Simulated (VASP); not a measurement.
OSZICAR of a VASP run on Rb (bcc):

File OSZICAR:
```
       N       E                     dE             d eps       ncg     rms          rms(c)
DAV:   1     0.408265081636E+02    0.40827E+02   -0.29564E+03   760   0.662E+02
DAV:   2     0.975433378573E+00   -0.39851E+02   -0.39408E+02   848   0.131E+02
DAV:   3    -0.899091725218E+00   -0.18745E+01   -0.18740E+01  1072   0.329E+01
DAV:   4    -0.933941631127E+00   -0.34850E-01   -0.34824E-01  1176   0.370E+00
DAV:   5    -0.934159401141E+00   -0.21777E-03   -0.21800E-03  1176   0.215E-01    0.115E+00
DAV:   6    -0.934772679145E+00   -0.61328E-03   -0.17678E-03  1168   0.288E-01    0.693E-01
DAV:   7    -0.935662718113E+00   -0.89004E-03   -0.33401E-03  1008   0.388E-01    0.448E-02
DAV:   8    -0.935777475531E+00   -0.11476E-03   -0.14067E-04  1056   0.114E-01    0.134E-02
DAV:   9    -0.935783288425E+00   -0.58129E-05   -0.63235E-06  1256   0.196E-02    0.415E-03
DAV:  10    -0.935783018174E+00    0.27025E-06   -0.19502E-06  1032   0.906E-03    0.923E-04
DAV:  11    -0.935783072640E+00   -0.54466E-07   -0.68396E-08   904   0.206E-03
   1 F= -.93578307E+00 E0= -.93578307E+00  d E =0.000000E+00
```

Which electronic solver shows in the log?

It is blocked Davidson (ALGO = Normal, or the opening steps of other solvers). The INCAR had ALGO = Normal.

Can the final energy be trusted as converged?

Self-consistency was reached. It stopped with EDIFF = 1E-7, NELM = 100 (PBE GGA, plane waves, VASP's PBE PAW potentials (set 64)).

The compound is Rb in the bcc structure. It was relaxed first.
